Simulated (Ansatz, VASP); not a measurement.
# TiGe2As4 (TiGe2As4 bilayer, AB): VASP beside Ansatz

Wanted: the spread between two codes on one cell, functional and k mesh. The structure shown is the start of the Ansatz relaxation below; VASP solves that cell, so the two are compared at the walk's first step.

Program: Ansatz 0.2.0. Level of theory: plane waves, with VASP 6.6.1 beside it; single point at PBE with D4. Results are calculated unless marked as measured.

### 1. The structure

The cell holds 14 atoms: 8 As, 4 Ge and 2 Ti. Its edges and angles: a = 3.730 Å, b = 3.730 Å, c = 74.230 Å, α = 90.0°, β = 90.0°, γ = 120.0°. Vacuum lies along c.

### 2. Ansatz: relaxation, PBE with D4

Ansatz runs on its default PAW (the set named soft_2) files.

The two programs are compared at the cell with which this relaxation starts, whose forces are those of its first step.

The input, input.yaml:

```yaml
crystal:
  lattice:
    - [3.73, 0.0, 0.0]
    - [-1.865, 3.2302747561, 0.0]
    - [0.0, 0.0, 74.2304237659]
  atoms:
    - { symbol: As, position: [0.0, 0.0, 0.354302167] }
    - { symbol: Ge, position: [0.3333333333, 0.6666666667, 0.3659281097] }
    - { symbol: As, position: [0.3333333333, 0.6666666667, 0.3971821412] }
    - { symbol: Ti, position: [0.0, 0.0, 0.4170474096] }
    - { symbol: As, position: [0.3333333333, 0.6666666667, 0.436912678] }
    - { symbol: Ge, position: [0.3333333333, 0.6666666667, 0.4681667094] }
    - { symbol: As, position: [0.0, 0.0, 0.4797926521] }
    - { symbol: As, position: [0.3333333333, 0.6666666667, 0.5202073479] }
    - { symbol: Ge, position: [0.6666666667, 0.3333333333, 0.5318332906] }
    - { symbol: As, position: [0.6666666667, 0.3333333333, 0.563087322] }
    - { symbol: Ti, position: [0.3333333333, 0.6666666667, 0.5829525904] }
    - { symbol: As, position: [0.6666666667, 0.3333333333, 0.6028178588] }
    - { symbol: Ge, position: [0.6666666667, 0.3333333333, 0.6340718903] }
    - { symbol: As, position: [0.3333333333, 0.6666666667, 0.645697833] }
  periodic: [true, true, false]
kpoints:
  mp_grid: { grid: [12, 12, 1] }
hamiltonian:
  xc: pbe
  dispersion: d4
scf:
  occupations: { method: fermi_dirac, width: 0.05 }
  convergence: { dr2_threshold: 1.0e-09 }
relax:
  f_tol: 0.004
  max_steps: 90
  cell: {}
output:
  write_potential: true
  write_density: true
  volumetric_format: npy
```

On the command line:

```console
ansatz run input.yaml --threads 4 --pin off --max-ram 12288MiB --backend cpu --events-out ev --progress --plain --runs-dir out
```

Numbers of over 12 decimals in the logs are rounded to 6 here.

The program printed:

```text
Warning: relax.cell: scf.convergence.dr2_threshold = 1e-9 eV is looser than the 1.39932313632e-10 eV advised for a relaxation that steers and ends on the stress (1e-10 eV for each atom of the cell: 14, times the square of relax.cell.stress_2d_tol = 0.05 N/m over 31.6 Å (the atoms' height at the walk's start and 5 Å past either face), 1.581e-2 GPa, over a crystal's default 0.05). What an SCF threshold leaves in a stress goes as its square root, and in the free energy as the threshold itself, and one threshold admits the most on a small cell: [figures from the program's tests cut] Set scf.convergence.dr2_threshold to 1.39932313632e-10 eV or tighter. [rest of the remark cut]
Engine: ansatz 0.2.0, aarch64-unknown-linux-gnu
Pseudopotentials: kind: paw
Pseudopotential: As, paw, valence charge 15, recommended cutoff 420 eV (normal), As.paw.azcp
Pseudopotential: Ge, paw, valence charge 14, recommended cutoff 420 eV (normal), Ge.paw.azcp
Pseudopotential: Ti, paw, valence charge 12, recommended cutoff 420 eV (normal), Ti.paw.azcp
Functional definition: PBE
  parameter kappa = 0.804
  parameter beta = 0.066725
  exchange = pbe_x(kappa = kappa, mu = beta*pi^2/3)
  correlation = pbe_c(beta = beta)
Crystal: 14 atoms, lattice volume = 894.397 Å³
Basis set: ecut = 420 eV, 17601 PW (Γ), exchange–correlation on 50×50×1000 points (8 copies of the dense FFT grid, shifted against one another)
Bands: 120, of which v1, the nominal top of the filled ones, is band 100 counted from 1 (99 counted from 0)
Symmetry: 6 space group operations
Space group: P3m1 (ITA 156), of the structure as read, at distance tolerance 9.6e-5 Å
k-points: 19 of 144 (time reversal used)
Non-local potential: As, projectors of the file, l = 0: 2, l = 1: 2, l = 2: 3, l = 3: 1
Non-local potential: Ge, projectors of the file, l = 0: 2, l = 1: 2, l = 2: 3, l = 3: 1
Non-local potential: Ti, projectors of the file, l = 0: 3, l = 1: 2, l = 2: 3, l = 3: 1
PAW form: soft (Blöchl's): semilocal exchange-correlation on the pseudo side does not see the compensation charge
PAW one-centre angular grid: As, 590 points (default); XC on 64 Gauss nodes
PAW one-centre angular grid: Ge, 590 points (default); XC on 64 Gauss nodes
PAW one-centre angular grid: Ti, 590 points (default); XC on 64 Gauss nodes
Initial density: superposition of atomic densities (neutral atoms: chi_scale 0, normalization atom), corrected by the library's trained network
Initial wavefunctions: pseudopotential atomic-orbital guess
Functional: x = pbe(κ = 0.804, μ = 0.219515), c = pbe(β = 0.066725)
SCF iter   1: F=—  HF=-61033.586683 eV  |F-HF|=—  |Δ(HF+E_count)|=         —  Δρ=4.29e-3  dr2=5.25e-1  ethr=1.77e-3  ⟨swp⟩=9.4  Hψ=10430  notcnv=0  defer=103
preconditioner: auto → LDOS  [metal: Δε(μ)=0.035 eV  Ē_g=8.147 eV  σ=0.050 eV  W_gap=0.17  n_scr=176 (ndim 8)  ℏωp=9.9 eV  f_vac=0.662  D(μ)=2.79/eV (n_scr^D=16)  β→1.0]
SCF iter   2: F=—  HF=-61033.575723 eV  |F-HF|=—  |Δ(HF+E_count)|=   1.10e-2  Δρ=3.11e-3  dr2=3.50e-1  ethr=2.62e-4  ⟨swp⟩=3.1  Hψ=3520  notcnv=0  defer=210
SCF iter   3: F=—  HF=-61033.550596 eV  |F-HF|=—  |Δ(HF+E_count)|=   2.51e-2  Δρ=7.98e-4  dr2=1.50e-2  ethr=1.75e-4  ⟨swp⟩=3.0  Hψ=2855  notcnv=0  defer=210
SCF iter   4: F=—  HF=-61033.548673 eV  |F-HF|=—  |Δ(HF+E_count)|=   1.92e-3  Δρ=1.88e-4  dr2=7.67e-4  ethr=7.50e-6  ⟨swp⟩=3.1  Hψ=3120  notcnv=0  defer=210
SCF iter   5: F=—  HF=-61033.548683 eV  |F-HF|=—  |Δ(HF+E_count)|=   9.64e-6  Δρ=4.70e-5  dr2=4.16e-5  ethr=3.83e-7  ⟨swp⟩=3.1  Hψ=3340  notcnv=0  defer=210
SCF iter   6: F=—  HF=-61033.548732 eV  |F-HF|=—  |Δ(HF+E_count)|=   4.94e-5  Δρ=1.47e-5  dr2=2.78e-6  ethr=2.08e-8  ⟨swp⟩=3.2  Hψ=4088  notcnv=0  defer=210
SCF iter   7: F=—  HF=-61033.548664 eV  |F-HF|=—  |Δ(HF+E_count)|=   6.88e-5  Δρ=6.11e-6  dr2=5.06e-7  ethr=1.39e-9  ⟨swp⟩=3.2  Hψ=4399  notcnv=0  defer=210
SCF iter   8: F=—  HF=-61033.548664 eV  |F-HF|=—  |Δ(HF+E_count)|=   4.87e-7  Δρ=2.79e-6  dr2=1.04e-7  ethr=2.53e-10  ⟨swp⟩=3.0  Hψ=3633  notcnv=0  defer=210
SCF iter   9: F=—  HF=-61033.548664 eV  |F-HF|=—  |Δ(HF+E_count)|=   1.04e-7  Δρ=9.50e-7  dr2=9.72e-9  ethr=5.22e-11  ⟨swp⟩=3.1  Hψ=3230  notcnv=0  defer=210
SCF iter  10: F=-61033.548664 eV  HF=-61033.548664 eV  |F-HF|=6.48e-9  |Δ(HF+E_count)|=   2.25e-8  Δρ=2.92e-7  dr2=9.19e-10  ethr=1.00e-12  ⟨swp⟩=9.1  Hψ=17627  notcnv=0
SCF 1 converged in 10 iterations: F = -61033.548664 eV  dr2 = 9.19e-10
[...]
SCF converged after 6 iterations
Free energy (F): -61035.510773 eV
Harris-Foulkes:  -61035.510773 eV  (|F-HF|=7.40e-8)
Internal energy: -61035.488712 eV  (E = F + TS)
E sigma→0 (E₀):  -61035.499743 eV
Entropy (-TS):   -0.022061 eV (-1.576 meV/atom)
Fermi energy:    -5.044430 eV
--- Per-component energies (eV) ---
  E_band       = -5738.519602
  E_kinetic    = 1815.033417
  E_local      = -3041041.042058  (includes V_loc(G=0)·N_el)
  E_nonlocal   = -3674.765273
  E_hartree    = 1519016.470676
  E_xc         = -1131.723514
  E_vxc        = -1137.152988  (∫ρ·V_xc dr)
  E_paw        = -24854.453602  (= ΣΔE_a)
  E_vpaw       = 266.443337  (= ΣTr[D̂ρ^β])
  E_aug_tail   = 0.001487  (compensation charges beyond the density's cutoff)
  E_ewald      = 1488839.672069
  E_disp       = -4.681913  (pairwise vdW)
  E_smearing   = -0.022061  (= −TS)
  E_closure    = -0.000000  (closes the sum)
  Σ components = -61035.510773   (vs F -61035.510773, Δ=0.00e0)
--- Forces (eV/Å), atoms counted from 1 ---
  atom   1  As     0.00000000    -0.00000000     0.00008620
  atom   2  Ge    -0.00000000    -0.00000000     0.00093465
  atom   3  As    -0.00000000    -0.00000000    -0.00278577
  atom   4  Ti     0.00000000    -0.00000000     0.00138919
  atom   5  As    -0.00000000    -0.00000000     0.00049438
  atom   6  Ge    -0.00000000    -0.00000000    -0.00140469
  atom   7  As     0.00000000    -0.00000000    -0.00059665
  atom   8  As     0.00000000    -0.00000000     0.00151084
  atom   9  Ge     0.00000000    -0.00000000     0.00068319
  atom  10  As     0.00000000    -0.00000000    -0.00075454
  atom  11  Ti     0.00000000    -0.00000000    -0.00148092
  atom  12  As    -0.00000000    -0.00000000     0.00312809
  atom  13  Ge    -0.00000000    -0.00000000    -0.00122888
  atom  14  As     0.00000000    -0.00000000     0.00002376
  max |Σ_I F_I| component: 1.14e-6 eV/Å
--- 2D stress c σ (N/m, compression-positive) ---
       -0.006950       0.000000      -0.000000
       -0.000000      -0.006950       0.000000
       -0.000000       0.000000      -0.000000
  P = ½ c Tr σ = -0.0069 N/m
--- Band table (eV; the first three rows and the last of 19) ---
  k-point 0: bands = [... 96 lower, -5.0433, -5.0433, -5.0133, -5.0133, -4.4778, -4.0007, -3.4550, -3.2979, ... 16 higher]
  k-point 1: bands = [... 96 lower, -5.1742, -5.1482, -5.1166, -5.0989, -4.2964, -4.0153, -2.9372, -2.8187, ... 16 higher]
  k-point 2: bands = [... 96 lower, -5.5330, -5.3973, -5.3658, -5.2322, -4.3484, -4.2834, -3.0968, -2.9596, ... 16 higher]
  k-point 18: bands = [... 96 lower, -6.5442, -6.4872, -5.8063, -5.7910, -4.2167, -4.1888, -3.9172, -3.7521, ... 16 higher]
  the weakly bound empty levels are not read free of the cell's end (no_gap_told)
--- Relaxed structure (7 steps of the walk, 7 accepted, 1 SCFs on fresh bases) ---
  F+E_penalty+E_count = -61035.51077321 eV   max|allowed force component| = 3.128e-3 eV/Å   (the final SCF, on the basis selected at the relaxed cell)
  cell:  # Å, volume = 902.0241 Å³
    - [3.745871, 0.0, 0]
    - [-1.872935, 3.244019, 0]
    - [0, 0, 74.2304237659]
  atoms:
    - { symbol: As, position: [3.8869112503300523e-17, -7.605449672495926e-18, 0.346247] }
    - { symbol: Ge, position: [0.333333, 0.666667, 0.361757] }
    - { symbol: As, position: [0.333333, 0.666667, 0.394547] }
    - { symbol: Ti, position: [4.0967034244269066e-17, -3.409606190558841e-18, 0.413926] }
    - { symbol: As, position: [0.333333, 0.666667, 0.433215] }
    - { symbol: Ge, position: [0.333333, 0.666667, 0.465984] }
    - { symbol: As, position: [4.305211960465382e-17, 7.6056453021067475e-19, 0.481575] }
    - { symbol: As, position: [0.333333, 0.666667, 0.518465] }
    - { symbol: Ge, position: [0.666667, 0.333333, 0.533937] }
    - { symbol: As, position: [0.666667, 0.333333, 0.566762] }
    - { symbol: Ti, position: [0.333333, 0.666667, 0.586103] }
    - { symbol: As, position: [0.666667, 0.333333, 0.605465] }
    - { symbol: Ge, position: [0.666667, 0.333333, 0.638250] }
    - { symbol: As, position: [0.333333, 0.666667, 0.653766] }
```

The column dr2 measures how far the density is from self-consistency, as an energy; F and HF (Harris–Foulkes) agree once it is small.

(Continued in part 2 of 2.)

[Lines on the potential files, build, host, timing and source positions are cut from VASP's logs without a mark.]

[Logs are printed without paths, hosts, clocks, repeated set-up lines and the standing remarks that a program may print on its own settings, such as how far it seeks lower states.]

[Hosts, paths, dates, database ids (printed as entryN), source tags and the programs' standing remarks are cut or masked in the printed files.]
